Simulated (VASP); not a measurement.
OSZICAR of a VASP run on Al (fcc):

**OSZICAR**
```
       N       E                     dE             d eps       ncg     rms          rms(c)
DAV:   1    -0.155217326819E+01   -0.15522E+01   -0.88163E+02  1265   0.325E+02
DAV:   2    -0.350910520231E+01   -0.19569E+01   -0.18174E+01  1545   0.292E+01
DAV:   3    -0.352523727290E+01   -0.16132E-01   -0.16114E-01  1670   0.321E+00
DAV:   4    -0.352528988524E+01   -0.52612E-04   -0.52611E-04  1530   0.179E-01
DAV:   5    -0.352529022412E+01   -0.33887E-06   -0.33811E-06  1650   0.127E-02    0.176E+00
DAV:   6    -0.351359302898E+01    0.11697E-01   -0.16780E-03  1440   0.364E-01    0.102E+00
DAV:   7    -0.350436070075E+01    0.92323E-02   -0.51655E-03  1410   0.585E-01    0.182E-01
DAV:   8    -0.350434449937E+01    0.16201E-04   -0.21797E-05  1530   0.487E-02    0.282E-02
DAV:   9    -0.350434100590E+01    0.34935E-05   -0.17714E-06  1535   0.104E-02    0.124E-03
DAV:  10    -0.350434064915E+01    0.35675E-06   -0.76712E-09  1195   0.957E-04    0.119E-03
DAV:  11    -0.350434054382E+01    0.10533E-06   -0.56947E-10   790   0.232E-04    0.111E-04
DAV:  12    -0.350434056181E+01   -0.17990E-07   -0.75588E-11   700   0.768E-05
   1 F= -.35043406E+01 E0= -.35042106E+01  d E =-.389999E-03
```

Problem. Which electronic solver shows in the log?

Solution. It is blocked Davidson (ALGO = Normal, or the opening steps of other solvers). The INCAR had ALGO = Normal.

Problem. Can the final energy be trusted as converged?

Solution. The calculation finished and met its thresholds. It stopped with EDIFF = 1E-7, NELM = 100 (RPBE GGA, plane waves, VASP's PBE PAW potentials (set 64)).

The compound is Al in the fcc structure. This cell is one point of a volume scan, at 1.03 of the reference volume.
